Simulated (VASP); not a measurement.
Given:

```
VAs
1.0
    0.00000     2.83567     2.83567
    2.83567     0.00000     2.83567
    2.83567     2.83567     0.00000
V As
1 1
Direct
  0.00000   0.00000   0.00000
  0.25000   0.25000   0.25000
```
Starting moments (μB, in the order of the record's atoms V As): -2.1 0.2.

The numbers are results of r2SCAN meta-GGA, VASP's PBE PAW potentials (set 64) (plane waves; VASP), not measurements. Run with 400 eV cut-off, 9×9×9 Γ-centred mesh, tetrahedra with Blöchl corrections, potentials V_sv As.

Problem. Give the spin-up energies of bands 6 to 13 at the high-symmetry points, in eV from the Fermi level.

Solution. 
```tsv
band	Γ	X	U	L	W
6	-1.58	-3.62	-3.13	-3.71	-2.79
7	-1.58	-1.24	-2.24	-1.33	-2.47
8	-1.58	-1.24	-1.22	-1.33	-1.47
9	2.63	0.87	1.10	2.35	0.98
10	2.63	2.82	2.49	2.73	2.08
11	4.68	2.82	2.54	2.73	3.03
12	5.93	2.83	3.55	4.22	3.15
13	5.93	3.22	3.79	4.22	4.16
```

Problem. Give the spin-down energies of bands 6 to 13 at the high-symmetry points, in eV from the Fermi level.

Solution. 
```csv
band,Γ,X,U,L,W
6,-2.23,-4.05,-3.55,-3.88,-3.21
7,-2.23,-1.48,-2.40,-2.08,-2.83
8,-2.23,-1.48,-1.71,-2.08,-1.56
9,-0.49,-0.34,-0.37,-0.14,-0.43
10,-0.49,-0.15,-0.15,-0.14,-0.03
11,4.21,0.22,0.38,0.64,-0.01
12,5.00,1.27,1.26,3.15,1.25
13,5.00,1.27,1.85,3.15,1.66
```

It has no gap at this level: it comes out as a metal or semimetal.

The structure was generated: VAs was put into the zinc blende type (F-43m), which need not be its known phase. It was relaxed first, which changed the volume by -26 %.
